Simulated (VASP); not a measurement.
Output of a VASP run:

File OSZICAR:
```
       N       E                     dE             d eps       ncg     rms          rms(c)
DAV:   1     0.953906222300E+02    0.95391E+02   -0.84233E+03   762   0.119E+03
DAV:   2    -0.125628374064E+02   -0.10795E+03   -0.10272E+03   809   0.277E+02
DAV:   3    -0.174898724972E+02   -0.49270E+01   -0.49113E+01   894   0.631E+01
DAV:   4    -0.175131826065E+02   -0.23310E-01   -0.23307E-01   784   0.451E+00
DAV:   5    -0.175133079835E+02   -0.12538E-03   -0.12537E-03   924   0.287E-01    0.126E+01
DAV:   6    -0.316778143402E+01    0.14346E+02   -0.28552E+01   754   0.882E+01    0.901E+00
DAV:   7    -0.353065345064E+01   -0.36287E+00   -0.83243E-01   799   0.123E+01    0.512E+00
DAV:   8    -0.322192814466E+01    0.30873E+00   -0.15569E+00   754   0.171E+01    0.151E+00
DAV:   9    -0.355150234097E+01   -0.32957E+00   -0.95208E-01   754   0.106E+01    0.661E-01
DAV:  10    -0.344220030731E+01    0.10930E+00   -0.10263E-01   754   0.357E+00    0.371E-01
DAV:  11    -0.341461370433E+01    0.27587E-01   -0.87085E-02   754   0.317E+00    0.129E-01
DAV:  12    -0.341647315195E+01   -0.18594E-02   -0.17909E-03   849   0.460E-01    0.833E-02
DAV:  13    -0.341574668876E+01    0.72646E-03   -0.17306E-03   759   0.597E-01    0.359E-02
DAV:  14    -0.341659677781E+01   -0.85009E-03   -0.55155E-04   764   0.314E-01    0.132E-02
DAV:  15    -0.341665210864E+01   -0.55331E-04   -0.32945E-05   859   0.707E-02    0.842E-03
DAV:  16    -0.341666488467E+01   -0.12776E-04   -0.53856E-06   789   0.270E-02    0.393E-03
DAV:  17    -0.341667174690E+01   -0.68622E-05   -0.36344E-06   759   0.250E-02    0.143E-03
DAV:  18    -0.341667190437E+01   -0.15748E-06   -0.14493E-07   622   0.621E-03    0.131E-03
DAV:  19    -0.341667222305E+01   -0.31867E-06   -0.22363E-08   407   0.201E-03    0.854E-04
DAV:  20    -0.341667266337E+01   -0.44032E-06   -0.87227E-08   532   0.388E-03    0.201E-04
DAV:  21    -0.341667268659E+01   -0.23220E-07   -0.33744E-09   387   0.615E-04
   1 F= -.34166727E+01 E0= -.34166727E+01  d E =-.124636E-10
```

**OUTCAR**
```
------------------------ aborting loop because EDIFF is reached ----------------------------------------
  FORCE on cell =-STRESS in cart. coord.  units (eV):
  Direction    XX          YY          ZZ          XY          YZ          ZX
  --------------------------------------------------------------------------------------
  Total       -0.5106782     -0.5106782     -0.5106782      0.0000000      0.0000000      0.0000000
  in kB      -13.8126510    -13.8126510    -13.8126510      0.0000000      0.0000000      0.0000000
  external PRESSURE =     -13.8126510 kB  Pullay stress =       0.0000000 kB
  volume of cell :       59.24
      direct lattice vectors                 reciprocal lattice vectors
     0.000000000  3.093976010  3.093976010    -0.161604356  0.161604356  0.161604356
     3.093976010  0.000000000  3.093976010     0.161604356 -0.161604356  0.161604356
     3.093976010  3.093976010  0.000000000     0.161604356  0.161604356 -0.161604356
  FREE ENERGIE OF THE ION-ELECTRON SYSTEM (eV)
  ---------------------------------------------------
  free  energy   TOTEN  =        -3.4166726866 eV

  energy  without entropy=       -3.4166726866  energy(sigma->0) =       -3.41667269
```
(Selected blocks of OUTCAR.)

File POSCAR:
```
CdSe
1
    0.0000000000     3.0939760101     3.0939760101
    3.0939760101     0.0000000000     3.0939760101
    3.0939760101     3.0939760101     0.0000000000
Cd Se
1 1
Direct
  0.0000000000   0.0000000000   0.0000000000
  0.2500000000   0.2500000000   0.2500000000
```

Question: Write an INCAR and KPOINTS that could have produced this output.

Answer: One answer among several that fit: the input of the run itself, MS2 meta-GGA, plane waves, VASP's PBE PAW potentials (set 64).

**INCAR**
```
ALGO  =  Normal
EDIFF  =  1E-7
ENCUT  =  520
ISIF  =  2
ISMEAR  =  0
LASPH  =  T
LCHARG  =  F
LMAXMIX  =  4
LMIXTAU  =  T
LREAL  =  F
LWAVE  =  F
METAGGA  =  MS2
NELM  =  100
PREC  =  Accurate
SIGMA  =  0.05
SYSTEM  =  CdSe
```

**KPOINTS**
```
kpoints
0
gamma
8 8 8
0 0 0
```

POTCAR, in this order: Cd Se (PBE.64 set). Program: vasp_std.

The compound is CdSe in the zinc blende structure, whereas wurtzite is the usual form. This cell is one point of a volume scan, at 1.03 of the reference volume.
